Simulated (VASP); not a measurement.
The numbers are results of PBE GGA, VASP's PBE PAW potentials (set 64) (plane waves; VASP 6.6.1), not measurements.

VASP ran on this input.

File KPOINTS:
```
Automatic mesh
0
Gamma
6 6 5
0 0 0
```

### POSCAR
```
PbO
1.0
  3.9800000000   0.0000000000   0.0000000000
  0.0000000000   3.9800000000   0.0000000000
  0.0000000000   0.0000000000   5.0200000000
Pb O
2 2
Cart
  1.9900000000   0.0000000000   3.8403000000
  0.0000000000   1.9900000000   1.1797000000
  1.9900000000   1.9900000000   0.0000000000
  0.0000000000   0.0000000000   0.0000000000
```

### INCAR
```
! general
SYSTEM  = PbO
PREC    = Accurate
ENCUT   = 400
LREAL   = .FALSE.   ! projection in real space or not
LASPH   = .TRUE.

! electronic loop
EDIFF   = 1E-6   ! SCF stop (eV)
NELM    = 100
ALGO    = Normal
LMAXMIX = 4

! smearing
ISMEAR  = -1
SIGMA   = 0.05   ! width (eV)

! functional
GGA     = PE

! ions
ISIF    = 2   ! forces and stress, cell fixed

! output
LWAVE   = .FALSE.
LCHARG  = .FALSE.
```

POTCAR, in this order: Pb_d O (PBE.64 set). Program: vasp_std.

Output

**OSZICAR**
```
       N       E                     dE             d eps       ncg     rms          rms(c)
DAV:   1     0.419697546834E+03    0.41970E+03   -0.17512E+04  1440   0.167E+03
DAV:   2     0.235153557962E+02   -0.39618E+03   -0.38829E+03  1600   0.459E+02
DAV:   3    -0.244449250205E+02   -0.47960E+02   -0.47413E+02  1880   0.180E+02
DAV:   4    -0.259513030583E+02   -0.15064E+01   -0.15051E+01  1688   0.365E+01
DAV:   5    -0.260012160594E+02   -0.49913E-01   -0.49910E-01  1968   0.589E+00    0.121E+01
DAV:   6    -0.216052668364E+02    0.43959E+01   -0.33516E+01  2272   0.452E+01    0.514E+00
DAV:   7    -0.214794572250E+02    0.12581E+00   -0.29697E+00  1840   0.128E+01    0.256E+00
DAV:   8    -0.214880889753E+02   -0.86318E-02   -0.85581E-01  2136   0.685E+00    0.135E+00
DAV:   9    -0.214503635685E+02    0.37725E-01   -0.22847E-01  2232   0.407E+00    0.243E-01
DAV:  10    -0.214528860535E+02   -0.25225E-02   -0.19195E-02  1824   0.931E-01    0.106E-01
DAV:  11    -0.214527319594E+02    0.15409E-03   -0.36197E-03  2352   0.511E-01    0.585E-02
DAV:  12    -0.214527350621E+02   -0.31028E-05   -0.30935E-04  1776   0.152E-01    0.502E-02
DAV:  13    -0.214527084861E+02    0.26576E-04   -0.29979E-04  2392   0.152E-01    0.116E-02
DAV:  14    -0.214527056104E+02    0.28757E-05   -0.58002E-05  2128   0.679E-02    0.447E-03
DAV:  15    -0.214527052964E+02    0.31406E-06   -0.50769E-06  1512   0.224E-02
   1 F= -.21452705E+02 E0= -.21452705E+02  d E =-.149412E-06
```

**OUTCAR**
```
------------------------ aborting loop because EDIFF is reached ----------------------------------------
  FORCE on cell =-STRESS in cart. coord.  units (eV):
  Direction    XX          YY          ZZ          XY          YZ          ZX
  --------------------------------------------------------------------------------------
  Total        1.2590395      1.2590395      0.8030252      0.0000000      0.0000000      0.0000000
  in kB       25.3676399     25.3676399     16.1796790      0.0000000      0.0000000      0.0000000
  external PRESSURE =      22.3049863 kB  Pullay stress =       0.0000000 kB
  volume of cell :       79.52
      direct lattice vectors                 reciprocal lattice vectors
     3.980000000  0.000000000  0.000000000     0.251256281  0.000000000  0.000000000
     0.000000000  3.980000000  0.000000000     0.000000000  0.251256281  0.000000000
     0.000000000  0.000000000  5.020000000     0.000000000  0.000000000  0.199203187
 POSITION                                       TOTAL-FORCE (eV/Angst)
 -----------------------------------------------------------------------------------
      1.99000      0.00000      3.84030        -0.000000     -0.000000     -0.469263
      0.00000      1.99000      1.17970        -0.000000      0.000000      0.469263
      1.99000      1.99000      0.00000         0.000000     -0.000000      0.000000
      0.00000      0.00000      0.00000        -0.000000      0.000000      0.000000
 -----------------------------------------------------------------------------------
    total drift:                                0.000000      0.000000     -0.000000
  FREE ENERGIE OF THE ION-ELECTRON SYSTEM (eV)
  ---------------------------------------------------
  free  energy   TOTEN  =       -21.4527052964 eV

  energy  without entropy=      -21.4527051470  energy(sigma->0) =      -21.45270522
```
(Selected blocks of OUTCAR.)

File OUTCAR:
```
 val. band max:        5.1322679403   @ k =   0.0000   0.0000   0.0000

 cond. band min:       6.4006322971   @ k =   0.5000   0.5000   0.0000


 Fermi energy:         5.7883776244

 k-point     1 :       0.0000    0.0000    0.0000
  band No.  band energies     occupation
      1     -13.2979      2.00000
      2     -12.7573      2.00000
      3     -10.8810      2.00000
      4     -10.8810      2.00000
      5     -10.8189      2.00000
      6     -10.7972      2.00000
      7     -10.7183      2.00000
      8     -10.6502      2.00000
      9     -10.6502      2.00000
     10     -10.6481      2.00000
     11     -10.6168      2.00000
     12      -9.2747      2.00000
     13      -2.0485      2.00000
     14      -1.4987      2.00000
     15       0.8307      2.00000
     16       0.8307      2.00000
     17       3.4163      2.00000
     18       3.4349      2.00000
     19       3.4349      2.00000
     20       5.1323      2.00000
     21       7.5031      0.00000
     22      10.5940      0.00000
     23      10.8320      0.00000
     24      10.8320      0.00000

 k-point     2 :       0.1667    0.0000    0.0000
  band No.  band energies     occupation
      1     -13.2394      2.00000
      2     -12.7760      2.00000
      3     -10.8680      2.00000
      4     -10.8641      2.00000
      5     -10.7989      2.00000
      6     -10.7809      2.00000
      7     -10.7285      2.00000
      8     -10.6663      2.00000
      9     -10.6554      2.00000
     10     -10.6282      2.00000
     11     -10.5678      2.00000
     12      -9.3500      2.00000
     13      -2.1644      2.00000
     14      -1.5067      2.00000
     15       0.9351      2.00000
     16       0.9983      2.00000
     17       2.8915      2.00000
     18       3.2475      2.00000
     19       3.3645      2.00000
     20       5.1177      2.00000
     21       8.2001      0.00000
     22       9.3397      0.00000
     23      10.9778      0.00000
     24      10.9802      0.00000
...
```

At this cut-off the stress carries a Pulay error, which pulls relaxed volumes low. Unless said otherwise, spin-orbit coupling is left out, though it shifts the bands of the heavy elements here.

The structure is a typed PbO crystal (P4/nmm). The cell was not relaxed at this level.
